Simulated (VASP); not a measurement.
Energy against volume of KI (rock salt). These are PBE GGA with D4 dispersion, VASP's PBE PAW potentials (set 64) (plane waves; VASP) values and carry that method's errors.

```
V (Å³/atom)  E (eV/atom)
-----------  -----------
41.278          -2.92469
42.595          -2.92984
43.913          -2.93139
45.230          -2.92993
46.547          -2.92593
```

Question: Fit a third-order Birch-Murnaghan equation of state.

Answer: 
| Item | Value |
|---|---|
| volume per atom | 43.89 Å³/atom |
| bulk modulus | 12.2 GPa |
| pressure derivative of the bulk modulus | 4.85 |
| lattice constant a | 7.055 Å |

The compound is KI in the rock salt structure. It was relaxed first.
